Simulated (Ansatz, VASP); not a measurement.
RbNaMg6: VASP beside Ansatz

File INCAR:

```
SYSTEM = RbNaMg6
PREC = Accurate
ENCUT = 520
EDIFF = 1E-6
ISMEAR = 0
SIGMA = 0.05
LREAL = .FALSE.
LASPH = .TRUE.
NELM = 100
ALGO = Normal
ISIF = 2
LWAVE = .FALSE.
LCHARG = .FALSE.
GGA = PS
NBANDS = 42
```

Contents of KPOINTS:

```
Automatic mesh
0
G
  5 5 5
  0 0 0
```

POSCAR

```
RbNaMg6
5.4795
    0.999996715029      0.000000000000      0.000000000000
    0.000000000000      0.594235149192      1.197904097089
    0.000000000000     -0.594235149192      1.197904097089
Rb Mg Na
1 6 1
Direct
    0.5000000000      0.6789700000      0.6789700000
    0.0000000000      0.8516340000      0.8516340000
    0.0000000000      0.3352540000      0.3352540000
    0.0000000000      0.2993970000      0.8160570000
    0.0000000000      0.8160570000      0.2993970000
    0.5000000000      0.1734350000      0.6736950000
    0.5000000000      0.6736950000      0.1734350000
    0.5000000000      0.1715540000      0.1715540000
```

input.yaml

```yaml
crystal:
  lattice:
    - [5.479482, 0.0, 0.0]
    - [0.0, 3.2561115, 6.5639155]
    - [0.0, -3.2561115, 6.5639155]
  atoms:
    - { symbol: Rb, position: [0.5, 0.67897, 0.67897] }
    - { symbol: Mg, position: [0.0, 0.851634, 0.851634] }
    - { symbol: Mg, position: [0.0, 0.335254, 0.335254] }
    - { symbol: Mg, position: [0.0, 0.299397, 0.816057] }
    - { symbol: Mg, position: [0.0, 0.816057, 0.299397] }
    - { symbol: Mg, position: [0.5, 0.173435, 0.673695] }
    - { symbol: Mg, position: [0.5, 0.673695, 0.173435] }
    - { symbol: Na, position: [0.5, 0.171554, 0.171554] }
hamiltonian:
  xc: pbesol
  pseudopotentials: { kind: paw }
kpoints:
  mp_grid: { grid: [5, 5, 5] }
scf:
  occupations: { method: gaussian, width: 0.05 }
output:
  forces: true
  stress: true
  eigenvalues: true
```

The cell comes from a database or a generator and needn't be the stable form of this composition.

Alike in both runs: task single point; functional PBEsol; k mesh 5 × 5 × 5; occupations gaussian, width 0.05 eV; no spin polarisation.

```csv
,VASP,Ansatz
version,VASP 6.6.1,Ansatz 0.2.0
potentials or method,"VASP PAW PBE potentials, release 64 (Rb_sv, Mg_pv, Na_pv)",Ansatz PAW
plane-wave cutoff (eV),520,420
valence electrons in the cell,64,78
```

Ansatz gave:

```
gap on the k mesh at the Fermi level (eV)       : none
pressure (GPa)                                  : -0.5
largest component of the traceless stress (GPa) : 0.26
rms of the force components (eV/Å)              : 0.045
```

Task: What did VASP give for the same quantities?

Result: gap on the k mesh at the Fermi level (eV): none; pressure (GPa): -0.6; largest component of the traceless stress (GPa): 0.26; rms of the force components (eV/Å): 0.044.

Atom by atom the forces differ by 0.001 eV/Å (rms over components). A gap of «none» marks a metal or a gap that the smearing closes. The functional is the same, so the differences come from potentials, cutoffs and numerics. The two sets of potentials don't hold the same shells in valence.

Caveats: the PAW data sets were made with another functional, which shifts forces and pressure a little (VASP); the PAW data sets come from PBE, with cores solved anew for the run's functional, which leaves a small shift of forces and pressure (Ansatz).
